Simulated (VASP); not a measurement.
Data:

```
CELL_PARAMETERS angstrom
      3.95411     0.00000     0.00000
     -1.97705     3.42436     0.00000
      0.00000     0.00000     3.93578
ATOMIC_POSITIONS crystal
  Lu 0.00000 0.00000 0.50000
  Te 0.66667 0.33333 0.00000
```

Method: PBEsol GGA, VASP's PBE PAW potentials (set 64) (plane waves; VASP 6.6.1). Numerical set-up: 400 eV cut-off, Gaussian smearing of 0.050 eV, potentials Lu_3 Te.

Task: Give the energies of bands 5 to 10 at the high-symmetry points, in eV from the Fermi level.

Result: 
| band | Γ | M | K | A | L | H |
|---|---|---|---|---|---|---|
| 5 | -2.06 | -6.03 | -5.45 | -6.66 | -4.90 | -4.78 |
| 6 | -2.06 | -2.64 | -4.39 | -1.51 | -4.69 | -4.65 |
| 7 | -2.01 | -2.11 | -2.60 | -1.51 | -2.95 | -3.57 |
| 8 | -1.18 | -0.75 | 1.43 | 1.26 | -0.54 | 0.29 |
| 9 | 1.67 | 2.51 | 1.77 | 1.26 | 2.96 | 1.39 |
| 10 | 3.05 | 3.30 | 2.23 | 2.88 | 3.23 | 4.07 |

It has no gap at this level: it comes out as a metal or semimetal.

The structure comes from a computed database's LuTe entry (P-6m2); how it stands against other phases isn't given here. It was relaxed first. The electron count is odd and the run is not spin-polarised, which forces a metal.
